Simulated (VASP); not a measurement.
Energy against volume of La (dhcp). These are LDA (Ceperley-Alder, Perdew-Zunger), VASP's LDA PAW potentials (set 64) (plane waves; VASP 6.6.1) values and carry that method's errors. Run with 520 eV cut-off, 10×10×3 Γ-centred mesh, first-order Methfessel-Paxton smearing of 0.10 eV, potentials La.

Shape and ions are relaxed at each volume.

| V (Å³/atom) | E (eV/atom) |
|---|---|
| 30.129 | -5.56515 |
| 31.091 | -5.57387 |
| 32.052 | -5.57689 |
| 33.014 | -5.57528 |

Problem. Fit these four points and predict the energy of the run at 33.976 Å³/atom.

Solution. A cubic in V^(−2/3), the third-order Birch-Murnaghan form, passes through the four points with V0 = 32.17 Å³/atom and B0 = 25 GPa, and gives -5.5699 eV/atom there. The run gave -5.5691 eV/atom, +0.8 meV/atom from the fit; all five points give B0 = 27 GPa.

The compound is La in the dhcp structure. It was relaxed first, which changed the volume by -14 %.
